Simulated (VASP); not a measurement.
Method: PBE GGA, VASP's PBE PAW potentials (set 64) (plane waves; VASP).

VASP ran on this input.

**INCAR**
```
ALGO = Normal
DIPOL = 0.5 0.5 0.5
EDIFF = 1E-5
EDIFFG = -0.03
ENCUT = 400
GGA = PE
IBRION = 2
IDIPOL = 3
ISIF = 2
ISMEAR = 1
LASPH = .TRUE.
LCHARG = .FALSE.
LDIPOL = .TRUE.
LMAXMIX = 6
LREAL = .FALSE.
LWAVE = .TRUE.
NELM = 100
NELMIN = 4
NSW = 50
PREC = Normal
SIGMA = 0.1
SYSTEM = Pt16F
```

File POSCAR:
```
Pt16F
1
    5.6097938052     0.0000000000     0.0000000000
    2.8048974085     4.8582241948     0.0000000000
    0.0000000000     0.0000000000    21.0374353658
Pt F
16 1
Direct
  0.0000000000   0.0000000000   0.3367060000
  0.5000000000   0.0000000000   0.3367060000
  0.0000000000   0.5000000000   0.3367060000
  0.5000000000   0.5000000000   0.3367060000
  0.1666670000   0.1666670000   0.4455690000
  0.6666670000   0.1666670000   0.4455690000
  0.1666670000   0.6666670000   0.4455690000
  0.6666670000   0.6666670000   0.4455690000
 -0.1666670000   0.3333330000   0.5544310000
  0.3333330000   0.3333330000   0.5544310000
 -0.1666670000   0.8333330000   0.5544310000
  0.3333330000   0.8333330000   0.5544310000
  0.0000000000   0.0000000000   0.6632940000
  0.5000000000   0.0000000000   0.6632940000
  0.0000000000   0.5000000000   0.6632940000
  0.5000000000   0.5000000000   0.6632940000
  0.1666670000   0.1666670000   0.7189950000
```

File KPOINTS:
```
Regular mesh
0
G
 5 5 1
0 0 0
```

POTCAR, in this order: Pt F (PBE.64 set). Program: vasp_std.

Unless said otherwise, spin-orbit coupling is left out, though it shifts the bands of the heavy elements here.

Q: Estimate the energy per atom (σ→0), band gap (on the k-mesh).

A: 
The energy per atom (σ→0) comes out as -5.636 eV/atom and the band gap (on the k-mesh) is none (metal, semimetal or under 0.01 eV).

File OSZICAR:
```
...
DAV:   1    -0.958254216151E+02    0.18463E-04   -0.82471E-02  1000   0.738E-01    0.579E-02
DAV:   2    -0.958287470154E+02   -0.33254E-02   -0.10916E-02  1276   0.392E-01    0.712E-01
DAV:   3    -0.958254951006E+02    0.32519E-02   -0.82291E-03  1156   0.333E-01    0.864E-02
DAV:   4    -0.958255241341E+02   -0.29034E-04   -0.23361E-04  1164   0.620E-02    0.698E-02
DAV:   5    -0.958255068909E+02    0.17243E-04   -0.17672E-04  1092   0.578E-02    0.550E-02
DAV:   6    -0.958254960782E+02    0.10813E-04   -0.62480E-05   656   0.329E-02    0.277E-02
DAV:   7    -0.958254942711E+02    0.18071E-05   -0.29428E-05   576   0.215E-02
  15 F= -.95825494E+02 E0= -.95813845E+02  d E =-.113139E-02
```

The cell is a thin slab with vacuum, built from Pt (fcc): (111) face, F adsorbed.
